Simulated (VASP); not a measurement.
# Ta2SiN2 (I4/mmm) in VASP: a series of runs

The runs below take Ta2SiN2 through relaxation of cell and atoms, with PBE.

Everything below comes from runs of VASP 6.6.1. Logs are shortened: lines on timing, memory, paths and dates and some standing lists are left out, and cuts for length are marked.

## Step 1: Starting point

It takes space group I4/mmm (No. 139, tetragonal). The conventional cell has a = 3.506 Å, b = 3.506 Å, c = 10.870 Å, α = 90.00°, β = 90.00°, γ = 90.00°. Ta (site symmetry 4mm) is surrounded by 4 N at 2.08 Å. Si (site symmetry 4/mmm) has 8 Ta at 2.95 Å and 8 N at 3.23 Å as nearest neighbours. Around N (site symmetry -4m2) lie 4 Ta at 2.08 Å.

The cell was built by a generator and needn't be a form met in nature.

## Step 2: Relaxation of cell and atoms, PBE

Contents of INCAR:

```
PREC     = Accurate       # precision mode
ENCUT    = 520            # plane-wave cutoff, eV
EDIFF    = 1E-6           # SCF threshold, eV
ISMEAR   = 0              # smearing method
SIGMA    = 0.1            # smearing width, eV
LREAL    = False          # projectors in reciprocal space
LASPH    = True           # aspherical terms in the spheres
NELM     = 120            # most SCF steps
ALGO     = Normal         # electronic algorithm
ISIF     = 3              # what is computed and relaxed
LWAVE    = False          # write WAVECAR
LCHARG   = False          # write CHGCAR
GGA      = PE             # functional
IBRION   = 2              # ionic algorithm
NSW      = 90             # ionic steps
EDIFFG   = -0.01          # ionic threshold
KPAR     = 4
```

Contents of KPOINTS:

```
regular mesh
0
Gamma
  12 12 12
```

Contents of POSCAR:

```
Ta2SiN2
1.0
   -1.7530000000      1.7530000000      5.4350000000
    1.7530000000     -1.7530000000      5.4350000000
    1.7530000000      1.7530000000     -5.4350000000
Ta Si N
2 1 2
Direct
    0.3524379000      0.3524379000      0.0000000000
    0.6475621000      0.6475621000      0.0000000000
    0.0000000000      0.0000000000      0.0000000000
    0.7500000000      0.2500000000      0.5000000000
    0.2500000000      0.7500000000      0.5000000000
```

Potentials or basis: VASP PAW PBE potentials, release 64 (Ta_pv, Si, N).

Command:

```
> cat potpaw_PBE.64/Ta_pv/POTCAR potpaw_PBE.64/Si/POTCAR potpaw_PBE.64/N/POTCAR > POTCAR
> mpirun -np 4 vasp_std > vasp.out
```

OUTCAR:

```text
PREC = Accurate
   ENCUT = 520
   EDIFF = 1E-6
   ISMEAR = 0
   LREAL = False
   LASPH = True
   NELM = 120
   ISIF = 3
   GGA = PE
   IBRION = 2
   NSW = 90
   EDIFFG = -0.01

 ion  position               nearest neighbor table
   1  0.352  0.352  0.000-   4 2.08   5 2.08   5 2.08   4 2.08   3 2.95   3 2.95   3 2.95   3 2.95
                             2 3.21   2 3.33   2 3.33   2 3.33   2 3.33
   2  0.648  0.648  0.000-   5 2.08   4 2.08   4 2.08   5 2.08   3 2.95   3 2.95   3 2.95   3 2.95
                             1 3.21   1 3.33   1 3.33   1 3.33   1 3.33
   3  0.000  0.000  0.000-   2 2.95   2 2.95   2 2.95   1 2.95   2 2.95   1 2.95   1 2.95   1 2.95

   4  0.750  0.250  0.500-   1 2.08   2 2.08   1 2.08   2 2.08
   5  0.250  0.750  0.500-   1 2.08   2 2.08   1 2.08   2 2.08

  LATTYP: Found a body centered tetragonal cell.
 ALAT       =     3.5060000000
 C/A-ratio  =     3.1003993155

  Lattice vectors:

 A1 = (  -1.7530000000,   1.7530000000,   5.4350000000)
 A2 = (   1.7530000000,  -1.7530000000,   5.4350000000)
 A3 = (   1.7530000000,   1.7530000000,  -5.4350000000)

Analysis of symmetry for initial positions (statically):
=====================================================================
 Subroutine PRICEL returns:
 Original cell was already a primitive cell.

 Routine SETGRP: Setting up the symmetry group for a
 body centered tetragonal supercell.

 Subroutine GETGRP returns: Found 16 space group operations
 (whereof 16 operations were pure point group operations)
 out of a pool of 16 trial point group operations.

The static configuration has the point symmetry D_4h.

Analysis of symmetry for dynamics (positions and initial velocities):
=====================================================================
 Subroutine PRICEL returns:
 Original cell was already a primitive cell.

 Routine SETGRP: Setting up the symmetry group for a
 body centered tetragonal supercell.

 Subroutine GETGRP returns: Found 16 space group operations
 (whereof 16 operations were pure point group operations)
 out of a pool of 16 trial point group operations.

The dynamic configuration has the point symmetry D_4h.

 Subroutine INISYM returns: Found 16 space group operations
 (whereof 16 operations are pure point group operations),
 and found     1 'primitive' translations

----------------------------------------------------------------------------------------

                                     Primitive cell

  volume of cell :      66.8072

  direct lattice vectors                    reciprocal lattice vectors
    -1.753000000  1.753000000  5.435000000     0.000000000  0.285225328  0.091996320
     1.753000000 -1.753000000  5.435000000     0.285225328  0.000000000  0.091996320
     1.753000000  1.753000000 -5.435000000     0.285225328  0.285225328  0.000000000

  length of vectors
     5.973712665  5.973712665  5.973712665     0.299694529  0.299694529  0.403369527

  position of ions in fractional coordinates (direct lattice)
     0.352437900  0.352437900  0.000000000
     0.647562100  0.647562100  0.000000000
     0.000000000  0.000000000  0.000000000
     0.750000000  0.250000000  0.500000000
     0.250000000  0.750000000  0.500000000

  ion indices of the primitive-cell ions
   primitive index   ion index
                 1           1
                 2           2
                 3           3
                 4           4
                 5           5

----------------------------------------------------------------------------------------

 KPOINTS: regular mesh

Automatic generation of k-mesh.
 Grid dimensions read from file:
 generate k-points for:   12   12   12

 Generating k-lattice:

  Cartesian coordinates                     Fractional coordinates (reciprocal lattice)
     0.000000000  0.023768777  0.007666360     0.083333333  0.000000000  0.000000000
     0.023768777  0.000000000  0.007666360     0.000000000  0.083333333  0.000000000
     0.023768777  0.023768777  0.000000000     0.000000000  0.000000000  0.083333333

  Length of vectors
     0.024974544  0.024974544  0.033614127

  Shift w.r.t. Gamma in fractional coordinates (k-lattice)
     0.000000000  0.000000000  0.000000000

 Subroutine IBZKPT returns following result:
 ===========================================

 Found    163 irreducible k-points:

 Following reciprocal coordinates:
            Coordinates               Weight
  0.000000  0.000000  0.000000      1.000000
  0.083333 -0.000000  0.000000      8.000000
  0.166667  0.000000  0.000000      8.000000
  0.250000  0.000000 -0.000000      8.000000
  0.333333 -0.000000  0.000000      8.000000
  0.416667 -0.000000  0.000000      8.000000
[... 16 lines left out ...]
  0.500000  0.166667 -0.000000     16.000000
 -0.416667  0.166667 -0.000000     16.000000
 [... further k-points ...]
   k-points           NKPTS =    163   k-points in BZ     NKDIM =    163   number of bands    NBANDS=     22
   number of dos      NEDOS =    301   number of ions     NIONS =      5
   total plane-waves  NPLWV = 110592
   dimension x,y,z NGX =    48 NGY =   48 NGZ =   48
   dimension x,y,z NGXF=    96 NGYF=   96 NGZF=   96
   ions per type =               2   1   2
   NGX,Y,Z   is equivalent  to a cutoff of  13.36, 13.36, 13.36 a.u.
   NGXF,Y,Z  is equivalent  to a cutoff of  26.72, 26.72, 26.72 a.u.
 SYSTEM =  unknown system
   PREC   = accura    normal or accurate (medium, high low for compatibility)
   ISTART =      0    job   : 0-new  1-cont  2-samecut
   ICHARG =      2    charge: 1-file 2-atom 10-const
   ISPIN  =      1    spin polarized calculation?
   LNONCOLLINEAR =      F non collinear calculations
   LSORBIT =      F    spin-orbit coupling
   LASPH  =      T    aspherical Exc in radial PAW
   ENCUT  =  520.0 eV  38.22 Ry    6.18 a.u.  11.11 11.11 11.11*2*pi/ulx,y,z
   NELM   =    120;   NELMIN=  2; NELMDL= -5     # of ELM steps
   EDIFF  = 0.1E-05   stopping-criterion for ELM
   LREAL  =      F    real-space projection
   EDIFFG = -.1E-01   stopping-criterion for IOM
   NSW    =     90    number of steps for IOM
   IBRION =      2    ionic relax: 0-MD 1-quasi-New 2-CG
   NFREE  =      1    steps in history (QN), initial steepest desc. (CG)
   ISIF   =      3    stress and relaxation
   ISYM   =      2    0-nonsym 1-usesym 2-fastsym
   POTIM  = 0.5000    time-step for ionic-motion
   TEBEG  =    0.0;   TEEND  =   0.0 temperature during run
   PSTRESS=    0.0 pullay stress
   NELECT =      36.0000    total number of electrons
   NUPDOWN=      -1.0000    fix difference up-down
   EMIN   =  10.00;   EMAX   =-10.00  energy-range for DOS
   EFERMI =   0.00;   METHOD = LEGACY
   ISMEAR =     0;   SIGMA  =   0.10  broadening in eV -4-tet -1-fermi 0-gaus
   EFERMI_NEDOS =   21; number of points for ismear=-14 and -15
   IALGO  =     38    algorithm
   IMIX   =      4    mixing-type and parameters
     AMIX     =   0.40;   BMIX     =  1.00
     AMIX_MAG =   1.60;   BMIX_MAG =  1.00
  volume/ion in A,a.u.               =      13.36        90.17
  Fermi-wavevector in a.u.,A,eV,Ry     =   1.332195  2.517484 24.146860  1.774744
  Thomas-Fermi vector in A             =   2.461149
   LORBIT       =      0    0 simple, 1 ext, 2 COOP (PROOUT), +10 PAW based schemes
   GGA     = PE    functional components
   LHFCALC =     F    Hartree Fock is set to
   AEXX    =    0.0000 exact exchange contribution
   IVDW    =     0    specifies the selected vdW correction
   LEPSILON=     F    determine dielectric tensor
   LRPA    =     F    only Hartree local field effects (RPA)
 conjugate gradient relaxation of ions
 non-spin polarized calculation
 Gauss-broadening in eV      SIGMA  =   0.10
  energy-cutoff  :      520.00
  volume of cell :       66.81
 maximum number of plane-waves:      1833
 NGX is ok and might be reduce to    48
   NGX = 23   NGY = 23   NGZ = 23

--------------------------------------- Ionic step        1  -------------------------------------------

 number of electron      36.0000001 magnetization

 Free energy of the ion-electron system (eV)
  ---------------------------------------------------
  ext. energy  EPLUGINS =         0.00000000
  ---------------------------------------------------
  free energy    TOTEN  =       -48.12979855 eV

  energy without entropy =      -48.12110658  energy(sigma->0) =      -48.12545257

------------------------ aborting loop because EDIFF is reached ----------------------------------------

  FORCE on cell =-STRESS in cart. coord.  units (eV):
  Direction    XX          YY          ZZ          XY          YZ          ZX
  --------------------------------------------------------------------------------------
  -------------------------------------------------------------------------------------
  Total        0.0513893      0.0513893      0.0354174      0.0000000      0.0000000      0.0000000
  in kB        1.2324241      1.2324241      0.8493826      0.0000000      0.0000000      0.0000000
  external PRESSURE =       1.1047436 kB  Pullay stress =       0.0000000 kB
[... 63 lines left out ...]
  energy  without entropy=      -48.1209850031  energy(sigma->0) =      -48.12535837

--------------------------------------- Ionic step        3  -------------------------------------------

 number of electron      36.0000001 magnetization

 Free energy of the ion-electron system (eV)
  ---------------------------------------------------
  ext. energy  EPLUGINS =         0.00000000
  ---------------------------------------------------
  free energy    TOTEN  =       -48.12981179 eV

  energy without entropy =      -48.12110365  energy(sigma->0) =      -48.12545772

 E-fermi :   6.7183     XC(G=0): -11.9493

 val. band max:        6.7131068855   @ k =  -0.0833   0.1667   0.0833
 cond. band min:       6.7279534387   @ k =   0.1667   0.1667   0.0833
 fundamental gap:      0.0148465532
 Fermi energy:         6.7183448635

 k-point     1 :       0.0000    0.0000    0.0000
  band No.  band energies     occupation
      1     -28.5637      2.00000
      2     -28.4713      2.00000
      3     -28.4713      2.00000
      4     -28.3775      2.00000
      5     -28.3775      2.00000
      6     -28.1921      2.00000
[... 574 lines left out ...]
      6     -28.2460      2.00000
[... 14 lines left out ...]
     21       9.4304      0.00000
     22       9.6377      0.00000

 [... further k-points ...]

------------------------ aborting loop because EDIFF is reached ----------------------------------------

  FORCE on cell =-STRESS in cart. coord.  units (eV):
  Direction    XX          YY          ZZ          XY          YZ          ZX
  --------------------------------------------------------------------------------------
  -------------------------------------------------------------------------------------
  Total       -0.0033084     -0.0033084     -0.0160611      0.0000000      0.0000000     -0.0000000
  in kB       -0.0793119     -0.0793119     -0.3850305      0.0000000      0.0000000     -0.0000000
  external PRESSURE =      -0.1812181 kB  Pullay stress =       0.0000000 kB
[... 20 lines left out ...]
  FREE ENERGIE OF THE ION-ELECTRON SYSTEM (eV)
  ---------------------------------------------------
  free  energy   TOTEN  =       -48.1298117905 eV

  energy  without entropy=      -48.1211036537  energy(sigma->0) =      -48.12545772

 reached required accuracy - stopping structural energy minimisation
```

It took 2.7 min on 4 MPI ranks of AMD EPYC 9R45 (Zen 5), shared host; peak memory 0.48 GiB.

Results:

- Free energy: -48.1298 eV
- Relaxed volume: 13.37 Å³/atom
- Relaxed cell: a = 5.974 Å, b = 5.974 Å, c = 5.974 Å, α = 145.87°, β = 145.87°, γ = 49.04°
- Space group after relaxing (to 0.05 Å): I4/mmm (No. 139)
- Energy gained by relaxing: 0.0 meV/atom
- Ionic steps: 3
- Pressure after relaxing: 0.0 GPa
- Largest force after relaxing: 0.004 eV/Å
- Band gap on the k mesh: none (metal or under the smearing width)

Forces on the atoms (eV/Å):
```
Ta   0.000  0.000  0.004
Ta   0.000  0.000 -0.004
Si   0.000  0.000  0.000
N    0.000  0.000  0.000
N    0.000  0.000  0.000
```

Final structure:
```xyz
5
Lattice="-1.7533 1.7533 5.4355 1.7533 -1.7533 5.4355 1.7533 1.7533 -5.4355" Properties=species:S:1:pos:R:3 pbc="T T T"
Ta    0.0000    0.0000    3.8317
Ta    0.0000    0.0000    7.0394
Si    0.0000    0.0000    0.0000
N     0.0000    1.7533    2.7178
N     1.7533    0.0000    2.7178
```

Levels at points of the mesh, in eV from the Fermi level:
| k point | band 14 | band 15 | band 16 | band 17 | band 18 | band 19 | band 20 | band 21 | band 22 |
| --- | --- | --- | --- | --- | --- | --- | --- | --- | --- |
| (0.00, 0.00, 0.00) | -2.61 | -2.61 | -0.45 | 0.72 | 1.20 | 1.43 | 1.43 | 2.28 | 3.21 |
| (0.50, 0.00, 0.00) | -4.82 | -3.48 | -2.36 | -1.43 | 0.10 | 0.95 | 1.53 | 2.37 | 3.21 |
| (0.50, 0.50, 0.00) | -3.17 | -2.94 | -2.06 | -2.04 | -0.93 | -0.54 | 1.04 | 1.24 | 2.42 |
| (0.50, 0.50, 0.50) | -2.08 | -2.07 | -2.07 | 0.39 | 0.39 | 0.93 | 0.93 | 1.53 | 1.96 |

Spin-orbit coupling is left out, which matters for the levels of Ta.

## Step 3: Relaxation of cell and atoms, PBE

INCAR, as its differences from that of step 2:

```diff
@@ -2,3 +2,3 @@
 ENCUT    = 520            # plane-wave cutoff, eV
-EDIFF    = 1E-6           # SCF threshold, eV
+EDIFF    = 1E-7           # SCF threshold, eV
 ISMEAR   = 0              # smearing method
@@ -14,4 +14,5 @@
 IBRION   = 2              # ionic algorithm
-NSW      = 90             # ionic steps
-EDIFFG   = -0.01          # ionic threshold
+NSW      = 60             # ionic steps
+EDIFFG   = -0.005         # ionic threshold
+POTIM    = 0.3            # step
 KPAR     = 4
```

KPOINTS is that of step 2.

Contents of POSCAR:

```
Ta2SiN2                                 
1.0
   -1.7532528566      1.7532528566      5.4355403001
    1.7532528566     -1.7532528566      5.4355403001
    1.7532528566      1.7532528566     -5.4355403001
  Ta              Si              N             
     2     1     2
Direct
     0.3524642373190494    0.3524642373190494    0.0000000000000000
     0.6475357626809505    0.6475357626809505    0.0000000000000000
     0.0000000000000000    0.0000000000000000    0.0000000000000000
     0.7500000000000000    0.2500000000000000    0.5000000000000000
     0.2500000000000000    0.7500000000000000    0.5000000000000000
```

Potentials or basis: VASP PAW PBE potentials, release 64 (Ta_pv, Si, N).

Command:

```
> cat potpaw_PBE.64/Ta_pv/POTCAR potpaw_PBE.64/Si/POTCAR potpaw_PBE.64/N/POTCAR > POTCAR
> mpirun -np 4 vasp_std > vasp.out
```

Wall time 97 s (4 MPI ranks of AMD EPYC 9R45 (Zen 5), shared host); peak memory 0.47 GiB.

The run converged. Its results:

```yaml
Free_energy: -48.1298 eV
Pressure_after_relaxing: 0.0 GPa
Largest_force_after_relaxing: 0.004 eV/Å
Band_gap_on_the_k_mesh: none (metal or under the smearing width)
```

Forces in eV/Å, atoms in the order of the input:
```
Ta   0.000  0.000  0.004
Ta   0.000  0.000 -0.004
Si   0.000  0.000  0.000
N    0.000  0.000  0.000
N    0.000  0.000  0.000
```

Final structure:
```cif
data_structure
_symmetry_space_group_name_H-M 'P 1'
_symmetry_Int_Tables_number 1
_cell_length_a 5.9744
_cell_length_b 5.9744
_cell_length_c 5.9744
_cell_angle_alpha 145.869
_cell_angle_beta 145.869
_cell_angle_gamma 49.041
_cell_volume 66.83
loop_
_atom_site_label
_atom_site_type_symbol
_atom_site_fract_x
_atom_site_fract_y
_atom_site_fract_z
_atom_site_occupancy
Ta1 Ta 0.35246 0.35246 0.00000 1
Ta2 Ta 0.64754 0.64754 0.00000 1
Si1 Si 0.00000 0.00000 0.00000 1
N1 N 0.75000 0.25000 0.50000 1
N2 N 0.25000 0.75000 0.50000 1
```

Levels at points of the mesh, in eV from the Fermi level:
| k point | band 14 | band 15 | band 16 | band 17 | band 18 | band 19 | band 20 | band 21 | band 22 |
| --- | --- | --- | --- | --- | --- | --- | --- | --- | --- |
| (0.00, 0.00, 0.00) | -2.61 | -2.61 | -0.45 | 0.72 | 1.20 | 1.43 | 1.43 | 2.28 | 3.21 |
| (0.50, 0.00, 0.00) | -4.82 | -3.48 | -2.36 | -1.43 | 0.10 | 0.95 | 1.53 | 2.37 | 3.21 |
| (0.50, 0.50, 0.00) | -3.17 | -2.94 | -2.06 | -2.04 | -0.93 | -0.54 | 1.04 | 1.24 | 2.42 |
| (0.50, 0.50, 0.50) | -2.08 | -2.07 | -2.07 | 0.39 | 0.39 | 0.93 | 0.93 | 1.53 | 1.96 |

Caveat: the relaxation stopped at its first step, so nothing moved. The run has no spin-orbit coupling, so splittings on Ta are missing.
